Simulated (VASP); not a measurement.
Computed with LDA (Ceperley-Alder, Perdew-Zunger), VASP's LDA PAW potentials (set 64) (plane waves; VASP).

VASP input:

### KPOINTS
```
Automatic mesh
0
G
 12 12 12
0 0 0
```

**INCAR**
```
ISMEAR=1   ! Methfessel-Paxton
SIGMA=0.1   ! width (eV)
LMAXMIX=4   ! l cut-off of mixed one-centre charges
LASPH=T   ! aspherical one-centre terms
LCHARG=F
SYSTEM=RuAl
ISIF=2   ! forces and stress, cell fixed
ENCUT=520
LREAL=F
NELM=100   ! most electronic steps
EDIFF=1E-7   ! SCF stop (eV)
LWAVE=F
ALGO=Normal
PREC=Accurate
```

**POSCAR**
```
RuAl
1.0
  2.9561123468   0.0000000000   0.0000000000
  0.0000000000   2.9561123468   0.0000000000
  0.0000000000   0.0000000000   2.9561123468
Al Ru
1 1
Cart
  1.4780561734   1.4780561734   1.4780561734
  0.0000000000   0.0000000000   0.0000000000
```

POTCAR, in this order: Al Ru_pv (LDA.64 set). Program: vasp_std.

Q: Predict the energy per atom (σ→0), band gap (on the k-mesh).

A: 
```json
{
  "energy per atom (σ→0)": "-8.095 eV/atom",
  "band gap (on the k-mesh)": "none (metal, semimetal or under 0.01 eV)"
}
```

OSZICAR:
```
...
DAV:   6    -0.162863507222E+02    0.60391E+00   -0.35089E+00  2140   0.217E+01    0.248E+00
DAV:   7    -0.162115252293E+02    0.74825E-01   -0.26636E-01  2140   0.626E+00    0.230E+00
DAV:   8    -0.161904806382E+02    0.21045E-01   -0.21362E-02  2180   0.126E+00    0.220E-01
DAV:   9    -0.161903349840E+02    0.14565E-03   -0.26679E-04  2544   0.143E-01    0.134E-01
DAV:  10    -0.161903181083E+02    0.16876E-04   -0.34580E-05  2456   0.797E-02    0.999E-03
DAV:  11    -0.161903176026E+02    0.50567E-06   -0.20631E-06  2424   0.196E-02    0.548E-03
DAV:  12    -0.161903175438E+02    0.58824E-07   -0.86858E-08  1324   0.325E-03
   1 F= -.16190318E+02 E0= -.16190190E+02  d E =-.382073E-03
```

The compound is RuAl in the CsCl type structure. It was relaxed first. The electron count is odd and the run is not spin-polarised, which forces a metal.
